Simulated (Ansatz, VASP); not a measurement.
# One calculation of MgCd2Se3, two programs

```
CELL_PARAMETERS angstrom
4.01208 0.00000 0.00000
-2.00604 3.47456 0.00000
0.00000 0.00000 9.81252
ATOMIC_POSITIONS crystal
Mg 0.00000 0.00000 0.00000
Cd 0.33333 0.66667 0.67073
Cd 0.66667 0.33333 0.32927
Se 0.00000 0.00000 0.50000
Se 0.33333 0.66667 0.15752
Se 0.66667 0.33333 0.84248
```

Alike in both runs: functional PBE; k mesh 6 × 6 × 2; occupations gaussian, width 0.1 eV; no spin polarisation.

Ansatz relaxed the structure, and its values are those at the end. VASP's run is a single point on that final structure, the one shown.

|  | VASP | Ansatz |
| --- | --- | --- |
| version | VASP 6.6.1 | Ansatz 0.2.0 |
| potentials or method | VASP PAW PBE potentials, release 64 (Mg, Cd, Se) | scalar-relativistic, plane waves, PAW |
| plane-wave cutoff (eV) | 520 | 420 |
| valence electrons in the cell | 44 | 98 |

VASP gave:

* gap on the k mesh at the Fermi level (eV): 0.17
* least direct gap on the mesh (eV): 0.75
* pressure (GPa): 0.1
* rms of the force components (eV/Å): 0.014

Problem. Which values does Ansatz return?

Solution. gap on the k mesh at the Fermi level (eV): 0.18; least direct gap on the mesh (eV): 0.76; pressure (GPa): -0.1; rms of the force components (eV/Å): 0.008.

With one functional, cell and mesh, what is left measures potentials, basis and numerics. The two sets of potentials don't hold the same shells in valence.
